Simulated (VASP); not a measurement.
Input for VASP

INCAR:
```
! general
SYSTEM   =  BeS
PREC     =  Accurate
ENCUT    =  500   ! plane-wave cut-off (eV)
LREAL    =  F   ! projection in real space or not
LASPH    =  T   ! aspherical one-centre terms

! electronic loop
EDIFF    =  1E-6   ! SCF stop (eV)
NELM     =  100
ALGO     =  Normal

! smearing
ISMEAR   =  0
SIGMA    =  0.05   ! width (eV)

! functional
GGA      =  PS   ! PBEsol

! ions
IBRION   =  2   ! conjugate gradients
NSW      =  40
ISIF     =  3   ! ions, shape and volume
EDIFFG   =  -0.02
PSTRESS  =  200   ! kbar

! output
LWAVE    =  F
LCHARG   =  F
```

### POSCAR
```
BeS
1.0
  3.1915466551   0.0000000000   0.0000000000
 -1.5957733275   2.7639609924   0.0000000000
  0.0000000000   0.0000000000   5.0785913437
Be S
2 2
direct
  0.0000000000   0.0000000000   0.0000000000
  0.0000000000   0.0000000000   0.5000000000
  0.3333330000   0.6666670000   0.2500000000
  0.6666670000   0.3333330000   0.7500000000
```

KPOINTS:
```
Automatic
0
G
8 8 5
```

POTCAR, in this order: Be S (PBE.64 set). Program: vasp_std.

**Question.** Translate this PBEsol calculation to Ansatz.

**Answer.** One equivalent input (not run):
Ansatz 0.2 input:
```yaml
crystal:
  lattice:
    - [3.1915467, 0.0000000, 0.0000000]
    - [-1.5957733, 2.7639610, 0.0000000]
    - [0.0000000, 0.0000000, 5.0785913]
  atoms:
    - { symbol: Be, position: [0.0000000, 0.0000000, 0.0000000] }
    - { symbol: Be, position: [0.0000000, 0.0000000, 0.5000000] }
    - { symbol: S, position: [0.3333330, 0.6666670, 0.2500000] }
    - { symbol: S, position: [0.6666670, 0.3333330, 0.7500000] }
kpoints:
  mp_grid: { grid: [8, 8, 5] }
hamiltonian:
  xc: pbesol
  pseudopotentials: { kind: paw }
scf:
  occupations: { method: gaussian, width: 0.05 }
  max_iter: 100
relax:
  max_steps: 40
  f_tol: 0.02
  cell: { p_target: 20 }
output: { forces: true, stress: true, eigenvalues: true }
```
The two are equivalent in intent, not identical: each code has its own PAW files, so the cut-off isn't converted (ENCUT is set for VASP's; basis.ecutwfc is left out, and Ansatz then takes the one that its files recommend); Ansatz stops its SCF on the density residual and VASP on the energy change (EDIFF).

The structure was generated: BeS was put into the NiAs type type (P6_3/mmc), which need not be its known phase. This run relaxes it under an external pressure of 20 GPa. Symmetry was kept, so distortions that lower it aren't found.
